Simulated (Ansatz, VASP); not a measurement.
# Cross-check of SiO2 between VASP and Ansatz

One calculation is typed for both programs; each brings its own data sets. How far apart do they land? The cell is taken from a series of runs on this material, whose earlier steps may have relaxed, scaled, displaced or heated it; both programs get it as it stands.

Program: Ansatz 0.2.0. Level of theory: plane waves, with VASP 6.6.1 beside it; LDA. Results are calculated unless marked as measured.

**1. Starting point**

The structure is tetragonal, space group P4_2/mnm (No. 136). Conventional cell: a = 4.113 Å, b = 4.113 Å, c = 2.676 Å, α = 90.00°, β = 90.00°, γ = 90.00°. Nearest to O lie 3 Si at 1.76 to 1.77 Å. Si has 6 O at 1.76 to 1.77 Å nearest. Farther neighbours and most contacts between anions are not listed.

**2. VASP: zone-centre phonons, LDA**

Second derivatives magnify differences that forces hide, and they need a tight electronic threshold.

Lines of VASP's logs that name or quote its potential files are left out, and so is its time.

INCAR

```
SYSTEM = SiO2
PREC = Accurate
ENCUT = 600
EDIFF = 1E-08
NELM = 120
ISMEAR = 0
SIGMA = 0.01
LREAL = .FALSE.
ALGO = Normal
GGA = PW92
NBANDS = 22
LORBIT = 11
LWAVE = .FALSE.
LCHARG = .FALSE.
ISIF = 2
IBRION = 8
LEPSILON = .TRUE.
LASPH = .TRUE.
GGA_COMPAT = .FALSE.
EFERMI = MIDGAP
KPAR = 2
```

POSCAR

```
SiO2
1.0
    4.1133636323      0.0000000000      0.0000000000
    0.0000000000      4.1133636323      0.0000000000
    0.0000000000      0.0000000000      2.6757559226
O Si
4 2
Direct
    0.6952666628      0.6952666628      0.0000000000
    0.1952666628      0.8047333372      0.5000000000
    0.3047333372      0.3047333372      0.0000000000
    0.8047333372      0.1952666628      0.5000000000
    0.5000000000      0.5000000000      0.5000000000
    0.0000000000      0.0000000000      0.0000000000
```

KPOINTS

```
Automatic mesh
0
Gamma
8 8 8
0 0 0
```

Potentials, in the order of the species: O and Si (LDA family, release 64).

Started as:

```sh
$ mpirun -np 2 vasp_std
```

Numbers of over 12 decimals in the logs are rounded to 6 here.

The program printed:

```text
[banner, memory and clock lines left out]
running    2 mpi-ranks, on    1 nodes
 distrk:  each k-point on    1 cores,    2 groups
 distr:  one band on    1 cores,    1 groups

 POSCAR found type information on POSCAR O Si
 POSCAR found :  2 types and       6 ions
|                                                                             |
|               ----> ADVICE to this user running VASP <----                  |
|                                                                             |
|     You enforced a specific xc type in the INCAR file but a different       |
|     [... a line on the potential file left out ...]
|     I HOPE YOU KNOW WHAT YOU ARE DOING!                                     |
|                                                                             |

 LDA part: xc-table for (Slater(with rela. corr.)+PW92), standard interpolation
 POSCAR, INCAR and KPOINTS ok, starting setup
 FFT: planning ... GRIDC
 FFT: planning ... GRID_SOFT
 FFT: planning ... GRID
 WAVECAR not read
 entering main loop
       N       E                     dE             d eps       ncg     rms          rms(c)
DAV:   1     0.159922081137E+03    0.15992E+03   -0.19664E+04  3316   0.158E+03
DAV:   2    -0.495033351398E+02   -0.20943E+03   -0.19995E+03  4350   0.323E+02
DAV:   3    -0.569673542873E+02   -0.74640E+01   -0.74355E+01  4182   0.608E+01
DAV:   4    -0.570222551171E+02   -0.54901E-01   -0.54872E-01  4122   0.601E+00
DAV:   5    -0.570227693298E+02   -0.51421E-03   -0.51417E-03  4128   0.559E-01    0.184E+01
DAV:   6    -0.521238821957E+02    0.48989E+01   -0.17080E+01  3990   0.281E+01    0.879E+00
DAV:   7    -0.520603294170E+02    0.63553E-01   -0.61725E-01  3924   0.503E+00    0.310E+00
DAV:   8    -0.520303177695E+02    0.30012E-01   -0.22372E-02  4026   0.141E+00    0.108E+00
DAV:   9    -0.520250177413E+02    0.53000E-02   -0.49764E-03  3996   0.618E-01    0.221E-01
DAV:  10    -0.520250298136E+02   -0.12072E-04   -0.16306E-04  4068   0.110E-01    0.611E-02
DAV:  11    -0.520250259637E+02    0.38499E-05   -0.21839E-05  4074   0.363E-02    0.138E-02
DAV:  12    -0.520250256472E+02    0.31659E-06   -0.14233E-06  4032   0.961E-03    0.460E-03
DAV:  13    -0.520250256559E+02   -0.87507E-08   -0.16124E-07  4068   0.298E-03    0.112E-03
DAV:  14    -0.520250256549E+02    0.96315E-09   -0.42482E-09  2616   0.514E-04
   1 F= -.52025026E+02 E0= -.52025026E+02  d E =0.000000E+00
 Linear response reoptimize wavefunctions to high precision
DAV:   1    -0.520250256547E+02    0.20327E-09   -0.63673E-10  2760   0.236E-04
DAV:   2    -0.520250256548E+02   -0.87311E-10   -0.84752E-11  2460   0.732E-05
 Linear response G [H, r] |phi>, progress :
  Direction:   1
       N       E                     dE             d eps       ncg     rms
RMM:   1    -0.139200971488E+03   -0.13920E+03    0.34353E+00  7489   0.987E+01
RMM:   2    -0.116625444353E+03    0.22576E+02   -0.91675E+00  5512   0.216E+01
RMM:   3    -0.116681623313E+03   -0.56179E-01   -0.10574E-01  5729   0.210E+00
RMM:   4    -0.116682795871E+03   -0.11726E-02    0.17984E-04  6016   0.252E-01
RMM:   5    -0.116682946362E+03   -0.15049E-03    0.52530E-04  6096   0.369E-02
RMM:   6    -0.116682987443E+03   -0.41081E-04    0.14581E-04  6179   0.808E-03
RMM:   7    -0.116682965422E+03    0.22021E-04    0.42762E-04  6147   0.442E-03
RMM:   8    -0.116682960745E+03    0.46770E-05    0.47500E-04  4922   0.392E-03
RMM:   9    -0.116682963733E+03   -0.29886E-05    0.44049E-04  4199   0.388E-03
RMM:  10    -0.116682889724E+03    0.74009E-04    0.12579E-03  3976   0.389E-03
RMM:  11    -0.116682965202E+03   -0.75478E-04    0.53624E-04  3971   0.390E-03
 Linear response G [H, r] |phi>, progress :
  Direction:   2
       N       E                     dE             d eps       ncg     rms
RMM:   1    -0.139402933314E+03   -0.13940E+03    0.47614E+01  7494   0.997E+01
RMM:   2    -0.113005813928E+03    0.26397E+02   -0.10398E+01  5535   0.233E+01
RMM:   3    -0.113080955566E+03   -0.75142E-01   -0.11145E-01  5748   0.221E+00
RMM:   4    -0.113082698023E+03   -0.17425E-02   -0.18270E-03  6044   0.273E-01
RMM:   5    -0.113082723694E+03   -0.25672E-04   -0.46883E-05  6134   0.381E-02
RMM:   6    -0.113082726521E+03   -0.28269E-05   -0.21293E-05  6214   0.759E-03
RMM:   7    -0.113082726787E+03   -0.26613E-06    0.62071E-05  6146   0.374E-03
RMM:   8    -0.113082726787E+03    0.53024E-09    0.56316E-05  5013   0.322E-03
RMM:   9    -0.113082726449E+03    0.33755E-06    0.52968E-05  4185   0.317E-03
RMM:  10    -0.113082726901E+03   -0.45141E-06   -0.13153E-05  4026   0.318E-03
RMM:  11    -0.113082726637E+03    0.26404E-06    0.11636E-04  4005   0.320E-03
 Linear response G [H, r] |phi>, progress :
  Direction:   3
       N       E                     dE             d eps       ncg     rms
RMM:   1    -0.134588054582E+03   -0.13459E+03    0.36942E+01  7211   0.957E+01
[...]
dielectric tensor                  component  3 :    -0.236    -0.193     3.690
 Linear response to external field, progress :
  Direction:   1
       N       E                     dE             d eps       ncg     rms          rms(c)
RMM:   1    -0.304305027137E+00   -0.30431E+00   -0.80046E-01 10107   0.283E+00
RMM:   2    -0.305768865183E+00   -0.14638E-02   -0.54988E-03  9327   0.423E-01    0.983E-01
[...]
RMM:   6    -0.336231571709E+00   -0.11321E-03   -0.19741E-06  6009   0.871E-03    0.514E-03
RMM:   7    -0.336287266450E+00   -0.55695E-04   -0.22906E-07  6023   0.266E-03    0.329E-04
RMM:   8    -0.336295847829E+00   -0.85814E-05    0.44601E-08  6073   0.473E-04    0.136E-04
RMM:   9    -0.336296365757E+00   -0.51793E-06   -0.16645E-09  5034   0.209E-04    0.132E-05
RMM:  10    -0.336296597447E+00   -0.23169E-06   -0.17747E-08  3016   0.116E-04    0.690E-06
 change of polarisation eV/A/(eV/A) component  3 :    -0.058    -0.047     0.635
 dielectric tensor                  component  3 :    -0.231    -0.189     3.536
 Linear response DOF=           4
 Linear response progress:
  Degree of freedom:   1/  4
       N       E                     dE             d eps       ncg     rms          rms(c)
RMM:   1    -0.377199437982E+00   -0.37720E+00    0.31764E-01 14030   0.383E+00
RMM:   2    -0.369019327105E+00    0.81801E-02   -0.92915E-03 12929   0.607E-01    0.244E-01
RMM:   3    -0.370057790683E+00   -0.10385E-02   -0.15580E-03 11892   0.225E-01    0.132E-01
RMM:   4    -0.371953033343E+00   -0.18952E-02   -0.11957E-03 12565   0.181E-01    0.359E-02
RMM:   5    -0.372061798044E+00   -0.10876E-03   -0.34107E-05 13343   0.374E-02    0.980E-03
RMM:   6    -0.372117389348E+00   -0.55591E-04   -0.14163E-06 13657   0.533E-03    0.294E-03
RMM:   7    -0.372112643790E+00    0.47456E-05   -0.83926E-08 13363   0.215E-03    0.536E-04
RMM:   8    -0.372113569706E+00   -0.92592E-06   -0.77835E-08 13827   0.530E-04    0.197E-04
RMM:   9    -0.372113654929E+00   -0.85223E-07    0.70772E-08 13754   0.280E-04    0.536E-05
RMM:  10    -0.372113952189E+00   -0.29726E-06   -0.15805E-08 13893   0.178E-04    0.131E-05
RMM:  11    -0.372113877885E+00    0.74304E-07    0.39399E-08 13863   0.113E-04    0.351E-06
RMM:  12    -0.372113925319E+00   -0.47434E-07    0.28055E-08 13324   0.102E-04    0.914E-07
RMM:  13    -0.372113921832E+00    0.34867E-08    0.36051E-08 11204   0.997E-05    0.337E-07
 first order change of Fermi-energy  -0.13779E+00
 force on displaced ion       1 direction 1 : -23.928 -11.822   0.000
 Born effective charge ion    1 direction 1 :  -1.885  -0.536   0.000
 Linear response progress:
  Degree of freedom:   2/  4
       N       E                     dE             d eps       ncg     rms          rms(c)
RMM:   1    -0.354464809387E+00   -0.35446E+00    0.35620E-01 12101   0.385E+00
RMM:   2    -0.347619093391E+00    0.68457E-02   -0.77174E-03 11023   0.565E-01    0.241E-01
RMM:   3    -0.348910952558E+00   -0.12919E-02   -0.93312E-04  9908   0.195E-01    0.129E-01
RMM:   4    -0.351214216457E+00   -0.23033E-02   -0.96139E-04 10162   0.189E-01    0.232E-02
RMM:   5    -0.351114055448E+00    0.10016E-03   -0.38524E-05 11543   0.388E-02    0.281E-03
RMM:   6    -0.351164836962E+00   -0.50782E-04   -0.13943E-06 11950   0.564E-03    0.109E-03
RMM:   7    -0.351156746233E+00    0.80907E-05    0.14338E-07 11882   0.134E-03    0.165E-04
RMM:   8    -0.351157739872E+00   -0.99364E-06    0.16840E-07 12073   0.255E-04    0.739E-05
RMM:   9    -0.351157908104E+00   -0.16823E-06    0.18154E-07 12129   0.126E-04    0.986E-06
RMM:  10    -0.351158117006E+00   -0.20890E-06    0.25574E-07 11354   0.992E-05    0.607E-06
RMM:  11    -0.351158099366E+00    0.17639E-07    0.24672E-07 11527   0.897E-05    0.910E-07
RMM:  12    -0.351158098130E+00    0.12360E-08    0.26554E-07  9177   0.881E-05    0.236E-07
RMM:  13    -0.351158098027E+00    0.10392E-09    0.23538E-07  8940   0.880E-05    0.109E-07
RMM:  14    -0.351158098202E+00   -0.17574E-09    0.24782E-07  8918   0.875E-05    0.675E-08
 first order change of Fermi-energy   0.33595E-03
 force on displaced ion       1 direction 3 :  -0.005  -0.005 -20.969
 Born effective charge ion    1 direction 3 :  -0.000  -0.000  -2.019
 Linear response progress:
  Degree of freedom:   3/  4
       N       E                     dE             d eps       ncg     rms          rms(c)
RMM:   1    -0.328198906430E-01   -0.32820E-01    0.12946E-01 21888   0.194E+00
RMM:   2    -0.239355654021E-01    0.88843E-02   -0.48708E-03 12944   0.507E-01    0.172E-01
RMM:   3    -0.232181773155E-01    0.71739E-03   -0.53814E-04 13267   0.108E-01    0.107E-01
RMM:   4    -0.227789494251E-01    0.43923E-03   -0.48352E-04 13282   0.129E-01    0.163E-02
RMM:   5    -0.227646571235E-01    0.14292E-04   -0.65899E-06 13436   0.202E-02    0.761E-03
RMM:   6    -0.227614093623E-01    0.32478E-05    0.95548E-06 13357   0.809E-03    0.129E-03
RMM:   7    -0.227640866262E-01   -0.26773E-05    0.29586E-06 13572   0.121E-03    0.525E-04
RMM:   8    -0.227655524626E-01   -0.14658E-05    0.54647E-07 13610   0.398E-04    0.102E-04
RMM:   9    -0.227658608957E-01   -0.30843E-06    0.73967E-08 13656   0.126E-04    0.357E-05
RMM:  10    -0.227659024370E-01   -0.41541E-07   -0.17365E-07 13701   0.616E-05    0.811E-06
RMM:  11    -0.227658913561E-01    0.11081E-07    0.56027E-08 13786   0.382E-05    0.256E-06
RMM:  12    -0.227658849960E-01    0.63601E-08    0.58052E-08 13561   0.312E-05    0.110E-06
 first order change of Fermi-energy  -0.51989E-05
 force on displaced ion       5 direction 1 : -34.207  -5.795   0.000
 Born effective charge ion    5 direction 1 :   3.770  -0.324   0.000
 Linear response progress:
  Degree of freedom:   4/  4
       N       E                     dE             d eps       ncg     rms          rms(c)
RMM:   1    -0.195428230150E-01   -0.19543E-01    0.37340E-02 10390   0.127E+00
RMM:   2    -0.167626220412E-01    0.27802E-02   -0.12126E-03  7710   0.236E-01    0.199E-01
RMM:   3    -0.166932466003E-01    0.69375E-04   -0.13026E-04  7899   0.664E-02    0.118E-01
RMM:   4    -0.167984479466E-01   -0.10520E-03   -0.17300E-04  7849   0.738E-02    0.954E-03
RMM:   5    -0.167670087722E-01    0.31439E-04   -0.36662E-06  7899   0.127E-02    0.216E-03
RMM:   6    -0.167662847249E-01    0.72405E-06    0.10887E-07  8134   0.119E-03    0.589E-04
RMM:   7    -0.167644833419E-01    0.18014E-05    0.10196E-07  8171   0.547E-04    0.115E-04
RMM:   8    -0.167642410865E-01    0.24226E-06    0.29343E-08  8200   0.113E-04    0.499E-05
RMM:   9    -0.167642900760E-01   -0.48990E-07    0.10611E-09  8286   0.409E-05    0.256E-06
RMM:  10    -0.167642842034E-01    0.58726E-08    0.21354E-09  7674   0.268E-05    0.117E-06
 first order change of Fermi-energy  -0.30369E-05
 force on displaced ion       5 direction 3 :  -0.000  -0.000 -24.020
 Born effective charge ion    5 direction 3 :   0.000   0.000   4.037
 Born effective charges drift removed
 Linear response finished
```

[end of part 1 of 3]

[Lines on the potential files, build, host, timing and source positions are cut from VASP's logs without a mark.]

[Logs are printed without paths, hosts, clocks, repeated set-up lines and the standing remarks that a program may print on its own settings, such as how far it seeks lower states.]

[Hosts, paths, dates, database ids (printed as entryN), source tags and the programs' standing remarks are cut or masked in the printed files.]
